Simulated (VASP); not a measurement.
AlN (zinc blende):

```yaml
crystal:
  lattice:
    - [0.00000, 2.19000, 2.19000]
    - [2.19000, 0.00000, 2.19000]
    - [2.19000, 2.19000, 0.00000]
  atoms:
    - { symbol: Al, position: [0.00000, 0.00000, 0.00000] }
    - { symbol: N, position: [0.25000, 0.25000, 0.25000] }
```

The lowest empty band near X, direction across the valley's axis, from mBJ (TB09) with spin-orbit coupling in VASP (PAW); its two spin partners are averaged. The gap over the points computed is 4.81 eV, and the next band on that side lies 4.97 eV away at the edge.

Settings: 520 eV cut-off, 12×12×12 Γ-centred mesh, Gaussian smearing of 0.050 eV, potentials Al N.

```
distance from the edge in k (1/Å)  distance in energy (meV)
---------------------------------  ------------------------
0.018                                                   3.3
0.025                                                   6.4
0.035                                                  12.6
0.050                                                  25.7
0.070                                                  50.3
```

Fit E(1 + αE) = ħ²k²/2m* (ħ²/2m0 = 3.810 eV Å²) and predict the row at 0.095 1/Å.

The rows don't resolve α, so a parabola serves: the electron mass is m* = 0.371 m0, and so 92.7 meV. The run gave 92.1 meV, -0.6 meV from the fit.

Left out are points under 3 meV from the edge, since the levels carry 0.1 meV, and points farther than half the way to the next band.

The compound is AlN in the zinc blende structure, a metastable form; wurtzite is the usual one. The cell was not relaxed at this level.
